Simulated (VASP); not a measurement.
Data:

```xyz
2
Lattice="2.6859 0.0000 0.0000 0.0000 2.6859 0.0000 0.0000 0.0000 3.7130" Properties=species:S:1:pos:R:3 pbc="T T T"
Fe     0.0000     0.0000     0.0000
Pt     1.3429     1.3429     1.8565
```
Starting moments (μB, in the order of the record's atoms Fe Pt): 2.9 0.3.

Level of theory: PBEsol GGA, VASP's PBE PAW potentials (set 64) (plane waves; VASP). Run with 530 eV cut-off, 12×12×9 Γ-centred mesh, first-order Methfessel-Paxton smearing of 0.10 eV, potentials Fe Pt.

Finite-difference elastic constants of metals are sensitive to mesh and smearing; shear constants can be off by tens of GPa.

Task: Give the elastic stiffness tensor with the ions relaxed (GPa, in the frame of the cell).

Result: 
```tsv
	xx	yy	zz	yz	xz	xy
xx	425	80.1	185	0.0	0.0	0.0
yy	80.1	425	185	0.0	0.0	0.0
zz	185	185	340	0.0	0.0	0.0
yz	0.0	0.0	0.0	136	0.0	0.0
xz	0.0	0.0	0.0	0.0	136	0.0
xy	0.0	0.0	0.0	0.0	0.0	57.9
```

Task: What does the run give for the Hill bulk modulus, Hill shear modulus, Young's modulus, Poisson's ratio?

Result: 
The Hill bulk modulus is 232 GPa, the Hill shear modulus is 106 GPa and the Young's modulus comes out as 277 GPa. The Poisson's ratio comes out as 0.301.

The compound is FePt in the L1_0 structure. It was relaxed first.
